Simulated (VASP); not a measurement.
VASP input:

POSCAR:
```
HgMg3Te4
1
   -0.0000000000     3.2368559512     3.2368559512
    3.2368559512    -0.0000000000     3.2368559512
   12.8964169427    12.8964169427     0.0510068623
Mg Te Hg
3 4 1
Direct
  0.9974080401   0.9974080401   0.0019439699
  0.9994121211   0.9994121211   0.2504409092
  0.9997117520   0.9997117520   0.5002161860
  0.2500446714   0.2500446714   0.0624664964
  0.2507471333   0.2507471333   0.3119396501
  0.2538625576   0.2538625576   0.5596030818
  0.2479611315   0.2479611315   0.8140291513
  0.0008525930   0.0008525930   0.7493605553
```

**KPOINTS**
```
Automatic mesh
0
Gamma
7 7 2
0 0 0
```

### INCAR
```
SYSTEM = HgMg3Te4
PREC = Accurate; ENCUT = 400; LREAL = .False.
LASPH = .True.
EDIFF = 1E-7; NELM = 100; ALGO = Normal
LMAXMIX = 6
ISMEAR = -5
GGA = PS
ISIF = 2
LWAVE = .False.; LCHARG = .True.; LORBIT = 11
NEDOS = 601
LEFG = .True.
```

POTCAR, in this order: Mg Te Hg (PBE.64 set). Program: vasp_std.

Q: Write an equivalent input for Ansatz.

A: One equivalent input (not run):
Ansatz 0.2 input:
```yaml
crystal:
  lattice:
    - [0.0000000, 3.2368560, 3.2368560]
    - [3.2368560, 0.0000000, 3.2368560]
    - [12.8964169, 12.8964169, 0.0510069]
  atoms:
    - { symbol: Mg, position: [0.9974080, 0.9974080, 0.0019440] }
    - { symbol: Mg, position: [0.9994121, 0.9994121, 0.2504409] }
    - { symbol: Mg, position: [0.9997118, 0.9997118, 0.5002162] }
    - { symbol: Te, position: [0.2500447, 0.2500447, 0.0624665] }
    - { symbol: Te, position: [0.2507471, 0.2507471, 0.3119397] }
    - { symbol: Te, position: [0.2538626, 0.2538626, 0.5596031] }
    - { symbol: Te, position: [0.2479611, 0.2479611, 0.8140292] }
    - { symbol: Hg, position: [0.0008526, 0.0008526, 0.7493606] }
kpoints:
  mp_grid: { grid: [7, 7, 2] }
hamiltonian:
  xc: pbesol
  pseudopotentials: { kind: paw }
scf:
  occupations: { method: tetrahedron }
  max_iter: 100
output: { forces: true, stress: true, eigenvalues: true }
```
What does not carry over: each code has its own PAW files, so the cut-off isn't converted (ENCUT is set for VASP's; basis.ecutwfc is left out, and Ansatz then takes the one that its files recommend); Ansatz stops its SCF on the density residual and VASP on the energy change (EDIFF); the field gradients of LEFG aren't asked of the other code.

The structure was generated: HgMg3Te4 was put into an ordered model structure (R3m), which need not be its known phase. It was relaxed first.
